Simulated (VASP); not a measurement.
All values below come from PBE GGA, VASP's PBE PAW potentials (set 64) (plane waves; VASP).

A VASP calculation is set up with these files.

### KPOINTS
```
Automatic mesh
0
Gamma
13 13 9
0 0 0
```

**POSCAR**
```
TiAl
1
    2.7879885063     0.0000000000     0.0000000000
    0.0000000000     2.7879885063    -0.0000000000
    0.0000000000    -0.0000000000     4.0091239748
Ti Al
1 1
Direct
  0.0000000000   0.0000000000   0.0000000000
  0.5000000000   0.5000000000   0.5000000000
```

**INCAR**
```
SYSTEM = TiAl
PREC = Accurate; ENCUT = 500; LREAL = F
LASPH = T
EDIFF = 1E-6; NELM = 100; ALGO = Normal
LMAXMIX = 4
ISMEAR = 1; SIGMA = 0.1
GGA = PE
IBRION = 2; NSW = 40; ISIF = 3
EDIFFG = -0.02; PSTRESS = 50
LWAVE = F; LCHARG = F
```

POTCAR, in this order: Ti_sv Al (PBE.64 set). Program: vasp_std.

The run wrote:

**OSZICAR**
```
       N       E                     dE             d eps       ncg     rms          rms(c)
DAV:   1     0.895552544103E+02    0.89555E+02   -0.73247E+03  3083   0.136E+03
DAV:   2    -0.792719977435E+01   -0.97482E+02   -0.94889E+02  3119   0.335E+02
DAV:   3    -0.137212467251E+02   -0.57940E+01   -0.55416E+01  4884   0.790E+01
DAV:   4    -0.139118407485E+02   -0.19059E+00   -0.18811E+00  3783   0.124E+01
DAV:   5    -0.139206605485E+02   -0.88198E-02   -0.88150E-02  4527   0.244E+00    0.100E+01
DAV:   6    -0.125187961901E+02    0.14019E+01   -0.12114E+01  3800   0.384E+01    0.342E+00
DAV:   7    -0.123812513280E+02    0.13754E+00   -0.11165E+00  3561   0.114E+01    0.201E+00
DAV:   8    -0.123711981998E+02    0.10053E-01   -0.14917E-01  3489   0.445E+00    0.522E-01
DAV:   9    -0.123696563188E+02    0.15419E-02   -0.28714E-02  3679   0.228E+00    0.250E-01
DAV:  10    -0.123698312473E+02   -0.17493E-03   -0.19014E-03  3751   0.512E-01    0.600E-02
DAV:  11    -0.123698118007E+02    0.19447E-04   -0.49460E-04  3998   0.251E-01    0.491E-02
DAV:  12    -0.123698144259E+02   -0.26252E-05   -0.34128E-05  3554   0.655E-02    0.123E-02
DAV:  13    -0.123698135798E+02    0.84611E-06   -0.95810E-07  2622   0.103E-02
   1 F= -.11397311E+02 E0= -.11397124E+02  d E =-.113973E+02
```

**OUTCAR**
```
------------------------ aborting loop because EDIFF is reached ----------------------------------------
  FORCE on cell =-STRESS in cart. coord.  units (eV):
  Direction    XX          YY          ZZ          XY          YZ          ZX
  --------------------------------------------------------------------------------------
  Total        0.9636418      0.9636418      0.9613521      0.0000000      0.0000000      0.0000000
  in kB       49.5444206     49.5444206     49.4266982      0.0000000      0.0000000      0.0000000
  external PRESSURE =      -0.4948202 kB  Pullay stress =      50.0000000 kB
  volume of cell :       31.16
      direct lattice vectors                 reciprocal lattice vectors
     2.787988506  0.000000000  0.000000000     0.358681536  0.000000000  0.000000000
     0.000000000  2.787988506  0.000000000     0.000000000  0.358681536  0.000000000
     0.000000000  0.000000000  4.009123975     0.000000000  0.000000000  0.249431049
 POSITION                                       TOTAL-FORCE (eV/Angst)
 -----------------------------------------------------------------------------------
      0.00000      0.00000      0.00000         0.000000      0.000000      0.000000
      1.39399      1.39399      2.00456         0.000000      0.000000      0.000000
 -----------------------------------------------------------------------------------
    total drift:                               -0.000000      0.000000     -0.000000
  FREE ENERGIE OF THE ION-ELECTRON SYSTEM (eV)
  ---------------------------------------------------
  free  energy   TOTEN  =       -12.3698135798 eV

  energy  without entropy=      -12.3692544868  energy(sigma->0) =      -12.36962722
  enthalpy is  TOTEN    =       -11.3973107668 eV   P V=        0.9725028130

 reached required accuracy - stopping structural energy minimisation
```
(Selected blocks of OUTCAR.)

The compound is TiAl in the L1_0 structure. It was relaxed first under an external pressure of 5 GPa. The electron count is odd and the run is not spin-polarised, which forces a metal.
